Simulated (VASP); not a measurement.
Crystal: MoS2.

```
Mo S
1.0
     3.16100    0.00000    0.00000
    -1.58050    2.73751    0.00000
     0.00000    0.00000   15.98350
Mo S
2 4
Direct
  0.33333 0.66667 0.25000
  0.66667 0.33333 0.75000
  0.66667 0.33333 0.34791
  0.66667 0.33333 0.15209
  0.33333 0.66667 0.84791
  0.33333 0.66667 0.65209
```

The cell was built by a generator and needn't be a form met in nature.

Base run:

- Program: VASP 6.6.1
- Functional: optB86b-vdW
- Potentials or basis: VASP PAW PBE potentials, release 64 (Mo_sv, S)
- Cutoff: 520 eV
- k mesh: 8 × 8 × 2
- Occupations: fermi-dirac, width 0.05 eV
- Spin: no spin polarisation

Its results: band gap on the k mesh 1.86 eV, indirect (least direct gap 2.05 eV); pressure 0.2 GPa; largest force 0.142 eV/Å.

Question: The run is repeated on the same cell with these changes: functional from optB86b-vdW to LDA; potentials or basis from VASP PAW PBE potentials, release 64 (Mo_sv, S) to VASP PAW LDA potentials, release 64 (Mo_sv, S). What comes out?

Answer: Band gap on the k mesh 1.87 eV, indirect (least direct gap 2.06 eV); pressure -3.9 GPa; largest force 0.474 eV/Å.

Caveats: the PAW data sets were made with another functional, which shifts forces and pressure a little (some runs).

A k mesh can miss the band edges.
